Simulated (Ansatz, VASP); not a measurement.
One calculation of SrMg6Sb, two programs

run.py

```python
from ase.calculators.vasp import Vasp
from ase.dft.bandgap import bandgap
from ase.io import read

atoms = read('POSCAR')
calc = Vasp(
    directory='calc',
    xc='rpbe',
    pp='PBE',
    setups='minimal',
    prec='Accurate',
    encut=500,
    ediff=1e-06,
    ismear=0,
    sigma=0.1,
    lreal=False,
    lasph=True,
    nelm=100,
    algo='Normal',
    isif=2,
    lwave=False,
    lcharg=False,
    kpts=[5, 5, 5],
    gamma=True,
    nbands=24,
)
atoms.calc = calc

print('energy (eV):', atoms.get_potential_energy())
print('free energy (eV):', atoms.get_potential_energy(force_consistent=True))
print('forces (eV/A):')
print(atoms.get_forces())
print('stress (eV/A^3, Voigt):', atoms.get_stress())
print('Fermi level (eV):', calc.get_fermi_level())
gap, top, bottom = bandgap(calc)
print('band gap (eV):', gap, 'from (spin, k, band)', top, 'to', bottom)
```

Contents of POSCAR:

```
SrMg6Sb
1.0
    5.4299590000      0.0000000000      0.0000000000
    0.0000000000      3.2254680000      5.9766810000
    0.0000000000     -3.2254680000      5.9766810000
Sb Sr Mg
1 1 6
Direct
    0.5000000000      0.6613210000      0.6613210000
    0.5000000000      0.1707990000      0.1707990000
    0.0000000000      0.8356540000      0.8356540000
    0.0000000000      0.3430970000      0.3430970000
    0.0000000000      0.3341530000      0.8174010000
    0.0000000000      0.8174010000      0.3341530000
    0.5000000000      0.1703750000      0.6671950000
    0.5000000000      0.6671950000      0.1703750000
```

The input input.yaml:

```yaml
crystal:
  lattice:
    - [5.429959, 0.0, 0.0]
    - [0.0, 3.225468, 5.976681]
    - [0.0, -3.225468, 5.976681]
  atoms:
    - { symbol: Sb, position: [0.5, 0.661321, 0.661321] }
    - { symbol: Sr, position: [0.5, 0.170799, 0.170799] }
    - { symbol: Mg, position: [0.0, 0.835654, 0.835654] }
    - { symbol: Mg, position: [0.0, 0.343097, 0.343097] }
    - { symbol: Mg, position: [0.0, 0.334153, 0.817401] }
    - { symbol: Mg, position: [0.0, 0.817401, 0.334153] }
    - { symbol: Mg, position: [0.5, 0.170375, 0.667195] }
    - { symbol: Mg, position: [0.5, 0.667195, 0.170375] }
hamiltonian:
  xc: rpbe
  pseudopotentials: { kind: paw }
kpoints:
  mp_grid: { grid: [5, 5, 5] }
scf:
  occupations: { method: gaussian, width: 0.1 }
output:
  forces: true
  stress: true
  eigenvalues: true
  write_density: true
  write_potential: true
  elf: true
  volumetric_format: npy
```

The cell comes from a database or a generator and needn't be the stable form of this composition.

Alike in both runs: task single point; functional RPBE; k mesh 5 × 5 × 5; occupations gaussian, width 0.1 eV; no spin polarisation.

```csv
,VASP,Ansatz
version,VASP 6.6.1,Ansatz 0.2.0
potentials or method,"VASP PAW PBE potentials, release 64 (Sb, Sr_sv, Mg)",Ansatz PAW
plane-wave cutoff (eV),500,420
valence electrons in the cell,27,85
```

VASP gave:

| Quantity | Value |
| --- | --- |
| gap on the k mesh at the Fermi level (eV) | none |
| pressure (GPa) | 1.0 |
| largest component of the traceless stress (GPa) | 0.91 |
| rms of the force components (eV/Å) | 0.029 |

Task: What did Ansatz give for the same quantities?

Result: gap on the k mesh at the Fermi level (eV): none; pressure (GPa): 1.1; largest component of the traceless stress (GPa): 0.90; rms of the force components (eV/Å): 0.029.

Atom by atom the forces differ by 0.002 eV/Å (rms over components). A gap of «none» marks a metal or a gap that the smearing closes. The two sets of potentials don't hold the same shells in valence.

Caveats: the PAW data sets were made with another functional, which shifts forces and pressure a little (VASP); the PAW data sets come from PBE, with cores solved anew for the run's functional, which leaves a small shift of forces and pressure (Ansatz). Spin-orbit coupling is left out, which matters for the levels of Sb.
